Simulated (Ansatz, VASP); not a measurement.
**Cross-check of Sc between VASP and Ansatz**

Wanted: the spread between two codes on one cell, functional and k mesh. The cell is taken from a series of runs on this material, whose earlier steps may have relaxed, scaled, displaced or heated it; both programs get it as it stands.

Calculated with Ansatz 0.2.0; plane waves, with VASP 6.6.1 beside it; relaxation of cell and atoms at LDA.

## (1) The structure

The structure is hexagonal, space group P6_3/mmc (No. 194). The conventional cell has a = 3.230 Å, b = 3.230 Å, c = 4.981 Å, α = 90.00°, β = 90.00°, γ = 120.00°. Nearest to Sc lie 12 Sc at 3.11 to 3.23 Å.

## (2) Ansatz: relaxation of cell and atoms, LDA, pair 1

Ansatz runs on its PAW soft_1 files.

The relaxed volume is the usual yardstick between codes: in a stiff, nearly cubic crystal its relative difference is about their pressure difference at one cell divided by the bulk modulus.

File input.yaml:

```yaml
crystal:
  lattice:
    - [3.230437744, 0.0, 0.0]
    - [-1.615218872, 2.7976411517, 0.0]
    - [0.0, 0.0, 4.9810913497]
  atoms:
    - { symbol: Sc, position: [0.6666666667, 0.3333333333, 0.75] }
    - { symbol: Sc, position: [0.3333333333, 0.6666666667, 0.25] }
kpoints:
  mp_grid: { grid: [15, 15, 8] }
hamiltonian:
  xc: lda
  pseudopotentials: { kind: paw, azcp: { folder: soft_1 }, xc_functional: pbe }
scf:
  occupations: { method: methfessel_paxton, width: 0.2 }
output:
  forces: true
  stress: true
  eigenvalues: true
relax:
  adjacent_minimum: "off"
  f_tol: 0.001
  max_steps: 60
  cell: { stress_tol: 0.01 }
```

The run is started by

```
$ ansatz run input.yaml --threads 4 --pin off --max-ram 16384MiB --backend cpu --events-out ev --progress --plain --runs-dir out
```

Numbers of over 12 decimals in the logs are rounded to 6 here.

Output:

```text
Engine: ansatz 0.2.0, x86_64-unknown-linux-gnu
Pseudopotentials: kind: paw
Pseudopotential: Sc, paw, valence charge 11, recommended cutoff 420 eV (normal), soft_1/Sc.paw.azcp
Functional definition: SPW92
  exchange = slater_x
  correlation = pw_c
Crystal: 2 atoms, lattice volume = 45.017 Å³
Basis set: ecut = 420 eV, 905 PW (Γ)
Bands: 15, of which v1, the nominal top of the filled ones, is band 11 counted from 1 (10 counted from 0)
Symmetry: 24 space group operations
Space group: P63/mmc (ITA 194), of the structure as read, at distance tolerance 3.6e-5 Å
k-points: 135 of 1800
Non-local potential: Sc, projectors of the file, l = 0: 3, l = 1: 2, l = 2: 3, l = 3: 1
PAW form: soft (Blöchl's): semilocal exchange-correlation on the pseudo side does not see the compensation charge
PAW frozen core: Sc, regenerated for the run's functional, and the local potential with it (the file was generated under x = pbe(κ = 0.804, μ = 0.219515), c = pbe(β = 0.066725))
PAW one-centre angular grid: Sc, 590 points (default); XC on 64 Gauss nodes
Initial density: superposition of atomic densities (chi_scale 0.1, normalization cell)
Initial wavefunctions: pseudopotential atomic-orbital guess
Functional: x = slater, c = lda
SCF iter   1: F=—  HF=-4178.148612 eV  |F-HF|=—  |Δ(HF+E_count)|=         —  Δρ=2.41e-2  dr2=3.15e-1  ethr=3.10e-3  ⟨swp⟩=3.1  Hψ=7440  notcnv=0
preconditioner: auto → none  [metal: Δε(μ)=0.016 eV  Ē_g=2.741 eV  σ=0.200 eV  W_gap=0.07  n_scr=8 (ndim 8)  ℏωp=13.6 eV  f_vac=0.000  D(μ)=3.69/eV (n_scr^D=36)  sad-step TF]
SCF iter   2: F=—  HF=-4178.065672 eV  |F-HF|=—  |Δ(HF+E_count)|=   8.29e-2  S|Δr|=    0.00e0  Δρ=1.34e-2  dr2=1.06e-1  ethr=1.43e-3  ⟨swp⟩=2.0  Hψ=3536  notcnv=0  defer=1
SCF iter   3: F=—  HF=-4178.027996 eV  |F-HF|=—  |Δ(HF+E_count)|=   3.77e-2  S|Δr|=    0.00e0  Δρ=9.44e-4  dr2=2.47e-4  ethr=4.82e-4  ⟨swp⟩=3.0  Hψ=3884  notcnv=0  defer=1
SCF iter   4: F=—  HF=-4178.028235 eV  |F-HF|=—  |Δ(HF+E_count)|=   2.40e-4  S|Δr|=    0.00e0  Δρ=6.60e-5  dr2=1.40e-6  ethr=1.12e-6  ⟨swp⟩=2.3  Hψ=3019  notcnv=0  defer=1
SCF iter   5: F=—  HF=-4178.028237 eV  |F-HF|=—  |Δ(HF+E_count)|=   1.40e-6  S|Δr|=    0.00e0  Δρ=1.62e-5  dr2=1.00e-7  ethr=4.55e-10  ⟨swp⟩=5.3  Hψ=8318  notcnv=0
SCF iter   6: F=-4178.028237 eV  HF=-4178.028237 eV  |F-HF|=5.18e-10  |Δ(HF+E_count)|=   3.78e-8  S|Δr|=    0.00e0  Δρ=1.84e-6  dr2=9.51e-10  ethr=4.55e-10  ⟨swp⟩=3.0  Hψ=5642  notcnv=0
SCF 1 converged in 6 iterations: F = -4178.028237 eV  dr2 = 9.51e-10
  greatest PAW one-centre occupation: 0.998 electrons in one spin orbital (limit 2), on the Sc atom at site 1 (counted from 0), in its partial waves of l = 0
relax step   1: F+E_penalty+E_count = -4178.02823665 eV  Δ(F+E_penalty+E_count) = +0.000e0 eV  max|allowed force component| = 1.018e-16 eV/Å  Δτ_max = 0.0000 Å  P = +0.010 GPa  Ω = 45.017 Å³  (6 SCF iters, dr2 threshold 1.00e-7 eV, accepted)
[...]
relax step   2: F+E_penalty+E_count = -4178.02823642 eV  Δ(F+E_penalty+E_count) = +2.282e-7 eV  max|allowed force component| = 8.327e-17 eV/Å  Δτ_max = 0.0000 Å  P = -0.003 GPa  Ω = 45.027 Å³  energy of the carried Pulay correction = -6.097e-7 eV  (2 SCF iters, dr2 threshold 8.15e-10 eV, accepted)
[...]
relax step   3: F+E_penalty+E_count = -4178.02823687 eV  Δ(F+E_penalty+E_count) = -4.467e-7 eV  max|allowed force component| = 8.327e-17 eV/Å  Δτ_max = 0.0000 Å  P = -0.003 GPa  Ω = 45.027 Å³  stress off target by 4.08e-3 GPa  SCF on the basis re-selected at this cell (its energy is not comparable with the rows above)  (4 SCF iters)
basis re-selected at this cell: Δ(F+E_penalty+E_count) = -4.467e-7 eV, ΔP = +0.000 GPa vs the last step (what re-selecting the basis moved, of the pressure what is left beyond the Pulay correction that the steps carried, after the strain that the cell walked since its last selection, with what the two solves' SCF thresholds leave and, on support functions, any second-order correction that the steps lacked; it is no m [...]
SCF converged after 4 iterations
Stability not checked: this state was not tested for a lower state beside it, because cold or Methfessel-Paxton smearing, or corrected tetrahedra, fill the levels in a way that the test cannot read (fill_not_monotonic; see scf.lower_state_search)
Free energy (F): -4178.028237 eV
Harris-Foulkes:  -4178.028237 eV  (|F-HF|=9.09e-13)
Internal energy: -4178.026205 eV  (E = F + TS)
E sigma→0 (E₀):  -4178.027729 eV
Entropy (-TS):   -0.002032 eV (-1.016 meV/atom)
Fermi energy:    9.895717 eV
--- Per-component energies (eV) ---
  E_band       = -315.160901
  E_kinetic    = 415.766321
  E_local      = -1627.212438  (includes V_loc(G=0)·N_el)
  E_nonlocal   = 293.519631
  E_hartree    = 580.294862
  E_xc         = -169.606276
  E_vxc        = -209.770719  (∫ρ·V_xc dr)
  E_paw        = -1890.057262  (= ΣΔE_a)
  E_vpaw       = -348.053494  (= ΣTr[D̂ρ^β])
  E_aug_tail   = 0.000059  (compensation charges beyond the density's cutoff)
  E_ewald      = -1781.340948
  E_core_change = 0.609846  (= ΣΔE_core)
  E_smearing   = -0.002032  (= −TS)
  E_closure    = -0.000000  (closes the sum)
  Σ components = -4178.028237   (vs F -4178.028237, Δ=0.00e0)
--- Forces (eV/Å), atoms counted from 1 ---
  atom   1  Sc     0.00000000    -0.00000000     0.00000000
  atom   2  Sc     0.00000000     0.00000000    -0.00000000
  max |Σ_I F_I| component: 1.85e-17 eV/Å
--- Stress (GPa, compression-positive) ---
       -0.004084      -0.000000       0.000000
       -0.000000      -0.004084      -0.000000
        0.000000      -0.000000      -0.001674
  P = ⅓ Tr σ = -0.0033 GPa (-0.033 kbar)
--- Band table (eV; the first three rows and the last of 135) ---
  k-point 0: bands = [... 7 lower, -17.3792, 4.6721, 8.1427, 10.9065, 11.5297, 11.5297, 11.8980, 12.0533]
  k-point 1: bands = [... 7 lower, -17.4038, 4.7891, 8.0356, 10.7958, 11.4604, 11.4604, 11.8177, 11.9737]
  k-point 2: bands = [... 7 lower, -17.4391, 5.1306, 7.6726, 10.6512, 11.3659, 11.3659, 11.5935, 11.7853]
  k-point 134: bands = [... 7 lower, -17.4793, 9.4520, 9.4520, 9.7046, 9.7046, 10.2660, 10.2660, 12.4515]
--- Relaxed structure (2 steps of the walk, 2 accepted, 1 SCFs on fresh bases) ---
  F+E_penalty+E_count = -4178.02823687 eV   max|allowed force component| = 8.327e-17 eV/Å   (the final SCF, on the basis selected at the relaxed cell)
  cell:  # Å, volume = 45.0272 Å³
    - [3.230543, 0, 0]
    - [-1.615271, 2.797732, 0]
    - [0, 0, 4.981875]
  atoms:
    - { symbol: Sc, position: [0.666667, 0.333333, 0.750000] }
    - { symbol: Sc, position: [0.333333, 0.666667, 0.250000] }
```

## (3) VASP: relaxation of cell and atoms, LDA, pair 1

The same cell, functional (in two slightly different forms), mesh and smearing now go to VASP, with its own data sets.

Lines of VASP's logs that name or quote its potential files are left out, and so is its time.

File INCAR:

```
SYSTEM = Sc
PREC = Accurate
ENCUT = 500
EDIFF = 1E-07
NELM = 120
ISMEAR = 1
SIGMA = 0.2
LREAL = .FALSE.
ALGO = Normal
GGA = CA
NBANDS = 17
LASPH = .TRUE.
LORBIT = 11
LWAVE = .FALSE.
LCHARG = .FALSE.
ISIF = 3
IBRION = 2
NSW = 80
EDIFFG = -0.005
GGA_COMPAT = .FALSE.
NELMIN = 4
KPAR = 2
```

File POSCAR:

```
Sc
1.0
    3.2304380000      0.0000000000      0.0000000000
   -1.6152190000      2.7976410000      0.0000000000
    0.0000000000      0.0000000000      4.9810910000
Sc
2
Direct
    0.6666666667      0.3333333333      0.7500001506
    0.3333333333      0.6666666667      0.2500000502
```

File KPOINTS:

```
Automatic mesh
0
Gamma
15 15 8
0 0 0
```

Potentials, in the order of the species: Sc_sv (LDA family, release 64).

The run is started by

```
$ mpirun -np 2 vasp_std
```

Output:

```text
[banner, memory and clock lines left out]
running    2 mpi-ranks, on    1 nodes
 distrk:  each k-point on    1 cores,    2 groups
 distr:  one band on    1 cores,    1 groups

 POSCAR found type information on POSCAR Sc
 POSCAR found :  1 types and       2 ions
 LDA part: xc-table for (Slater(with rela. corr.)+CA(PZ))
 , standard interpolation
 POSCAR, INCAR and KPOINTS ok, starting setup
 FFT: planning ... GRIDC
 FFT: planning ... GRID_SOFT
 FFT: planning ... GRID
 WAVECAR not read
 entering main loop
       N       E                     dE             d eps       ncg     rms          rms(c)
DAV:   1     0.356636123058E+03    0.35664E+03   -0.10797E+04  4638   0.140E+03
DAV:   2     0.517603815344E+01   -0.35146E+03   -0.34545E+03  5982   0.595E+02
DAV:   3    -0.144436171382E+02   -0.19620E+02   -0.18842E+02  7670   0.176E+02
DAV:   4    -0.147344660259E+02   -0.29085E+00   -0.28980E+00  6719   0.197E+01
DAV:   5    -0.147386239198E+02   -0.41579E-02   -0.41559E-02  7904   0.254E+00    0.833E+00
DAV:   6    -0.136215308361E+02    0.11171E+01   -0.24921E+00  5982   0.195E+01    0.252E+00
DAV:   7    -0.134632136927E+02    0.15832E+00   -0.60061E-01  6232   0.867E+00    0.736E-01
DAV:   8    -0.134496766303E+02    0.13537E-01   -0.24720E-02  6400   0.225E+00    0.208E-01
DAV:   9    -0.134489225665E+02    0.75406E-03   -0.48071E-03  6470   0.788E-01    0.195E-02
DAV:  10    -0.134489451539E+02   -0.22587E-04   -0.91637E-05  7341   0.145E-01    0.439E-03
DAV:  11    -0.134489459678E+02   -0.81386E-06   -0.16713E-06  7214   0.146E-02    0.116E-03
DAV:  12    -0.134489459734E+02   -0.55902E-08   -0.14517E-07  4804   0.462E-03
   1 F= -.13448946E+02 E0= -.13448301E+02  d E =-.134489E+02
 curvature:   0.00 expect dE= 0.000E+00 dE for cont linesearch  0.000E+00
 trial: gam= 0.00000 g(F)=  0.399E-40 g(S)=  0.465E-04 ort = 0.000E+00 (trialstep = 0.100E+01)
 search vector abs. value=  0.465E-04
 bond charge predicted
       N       E                     dE             d eps       ncg     rms          rms(c)
DAV:   1    -0.134496738805E+02   -0.72791E-03   -0.21110E-02  5770   0.211E+00    0.187E-01
DAV:   2    -0.134490307891E+02    0.64309E-03   -0.18877E-03  6626   0.598E-01    0.543E-02
DAV:   3    -0.134489701547E+02    0.60634E-04   -0.28185E-04  6387   0.211E-01    0.245E-02
DAV:   4    -0.134489681099E+02    0.20448E-05   -0.13191E-05  7134   0.462E-02    0.422E-03
DAV:   5    -0.134489677892E+02    0.32066E-06   -0.23058E-06  6818   0.204E-02    0.654E-04
DAV:   6    -0.134489677890E+02    0.22328E-09   -0.42492E-08  3235   0.411E-03
   2 F= -.13448968E+02 E0= -.13448303E+02  d E =-.218157E-04
 trial-energy change:   -0.000022  1 .order   -0.000020   -0.000047    0.000007
 step:   0.8873(harm=  0.8620)  dis= 0.00000  next Energy=   -13.448968 (dE=-0.222E-04)
 reached required accuracy - stopping structural energy minimisation
```

Parts of OUTCAR (step 3):

```text
ion  position               nearest neighbor table
   1  0.667  0.333  0.750-   2 3.11   2 3.11   2 3.11   2 3.11   2 3.11   2 3.11
   2  0.333  0.667  0.250-   1 3.11   1 3.11   1 3.11   1 3.11   1 3.11   1 3.11

  LATTYP: Found a hexagonal cell.
 ALAT       =     3.2304380000
 C/A-ratio  =     1.5419243459

 Subroutine GETGRP returns: Found 24 space group operations
 (whereof 12 operations were pure point group operations)

The static configuration has the point symmetry D_3d.
 The point group associated with its full space group is D_6h.

 Found    135 irreducible k-points:

   k-points           NKPTS =    135   k-points in BZ     NKDIM =    135   number of bands    NBANDS=     17

   dimension x,y,z NGX =    24 NGY =   24 NGZ =   36
   dimension x,y,z NGXF=    48 NGYF=   48 NGZF=   72

   ENCUT  =  500.0 eV  36.75 Ry    6.06 a.u.   5.89  5.89  9.08*2*pi/ulx,y,z

   NELECT =      22.0000    total number of electrons

 k-points in reciprocal lattice and weights: Automatic mesh
   0.00000000  0.00000000  0.00000000       0.001
   0.06666667  0.00000000  0.00000000       0.003
   0.13333333  0.00000000  0.00000000       0.003
   0.20000000  0.00000000  0.00000000       0.003
   0.26666667  0.00000000  0.00000000       0.003
   0.33333333  0.00000000  0.00000000       0.003
   0.40000000 -0.00000000  0.00000000       0.003
   0.46666667  0.00000000  0.00000000       0.003
   0.06666667  0.06666667  0.00000000       0.003
[...]
0.33333333  0.26666667  0.50000000       0.007
   0.33333333  0.33333333  0.50000000       0.001

 average (electrostatic) potential at core
       1 -46.4329       2 -46.4329

 E-fermi :   3.9879

 k-point     1 :       0.0000    0.0000    0.0000
  band No.  band energies     occupation
    ...
      6     -23.3041      2.00000
      7     -23.3041      2.00000
      8     -23.2589      2.00000
      9      -1.2353      2.00000
     10       2.2339      2.00000
     11       5.0033     -0.00000
     12       5.6174     -0.00000
     13       5.6174     -0.00000
     14       5.9849     -0.00000
     15       6.1405     -0.00000
    ...

 k-point     2 :       0.0667    0.0000    0.0000
  band No.  band energies     occupation
    ...
      6     -23.3203      2.00000
      7     -23.3059      2.00000
      8     -23.2629      2.00000
      9      -1.1303      2.00000
     10       2.3202      2.00000
     11       4.8743     -0.00000
     12       5.4188     -0.00000
     13       5.6960     -0.00000
     14       6.0685     -0.00000
     15       6.1353     -0.00000
    ...

 k-point     3 :       0.1333    0.0000    0.0000
  band No.  band energies     occupation
    ...
      6     -23.3651      2.00000
      7     -23.3111      2.00000
      8     -23.2748      2.00000
      9      -0.8230      2.00000
     10       2.5600      2.00000
     11       4.5580     -0.00042
     12       5.0530     -0.00000
     13       5.8953     -0.00000
     14       5.9270     -0.00000
     15       6.1370     -0.00000
    ...

  Total       -0.0056804     -0.0056804     -0.0015479      0.0000000     -0.0000000      0.0000000
  in kB       -0.2018010     -0.2018009     -0.0549886      0.0000000     -0.0000000      0.0000000
  external PRESSURE =      -0.1528635 kB  Pullay stress =       0.0000000 kB

  energy-cutoff  :      500.00
  volume of cell :       45.10
      direct lattice vectors                 reciprocal lattice vectors
     3.232246485  0.000000000 -0.000000000     0.309382346  0.178622005  0.000000000
    -1.616123242  2.799207193  0.000000000     0.000000000  0.357244009  0.000000000
     0.000000000 -0.000000000  4.984596583     0.000000000 -0.000000000  0.200618041

 POSITION                                       TOTAL-FORCE (eV/Angst)
 -----------------------------------------------------------------------------------
      1.61612      0.93307      3.73845         0.000000     -0.000000     -0.000000
     -0.00000      1.86614      1.24615         0.000000      0.000000      0.000000
 -----------------------------------------------------------------------------------
    total drift:                                0.000000     -0.000000      0.000000

  FREE ENERGIE OF THE ION-ELECTRON SYSTEM (eV)
  ---------------------------------------------------
  free  energy   TOTEN  =       -13.4489677890 eV

  energy  without entropy=      -13.4469723648  energy(sigma->0) =      -13.44830265

 reached required accuracy - stopping structural energy minimisation

 total charge
# of ion       s       p       d       tot
------------------------------------------
    1        2.298   6.112   1.094   9.503
    2        2.298   6.112   1.094   9.503
--------------------------------------------------
tot          4.596  12.223   2.187  19.006

[... 3 further parts left out ...]
```

The run keeps the 24 symmetry operations of its start, so it cannot find a distortion of lower symmetry.

## (4) Comparison

Known differences besides the potentials themselves: the two LDA forms differ slightly; the cutoff is 420 eV in Ansatz and 500 eV in VASP; VASP's log shows a relativistic correction to its local exchange, Ansatz's none; Ansatz adds a Pulay correction to the stress that steers its cell, VASP none. Total energies have different zeros and are not compared.

Both answers:

| quantity | Ansatz | VASP | difference |
| --- | --- | --- | --- |
| volume (Å³) | 45.03 | 45.10 | -0.16 % |
| edge a after relaxation, in the typed setting (Å) | 3.231 | 3.232 | -0.05 % |
| edge c after relaxation, in the typed setting (Å) | 4.982 | 4.985 | -0.05 % |

(Part 1 of 2 ends here.)

[Lines on the potential files, build, host, timing and source positions are cut from VASP's logs without a mark.]

[Logs are printed without paths, hosts, clocks, repeated set-up lines and the standing remarks that a program may print on its own settings, such as how far it seeks lower states.]

[Hosts, paths, dates, database ids (printed as entryN), source tags and the programs' standing remarks are cut or masked in the printed files.]
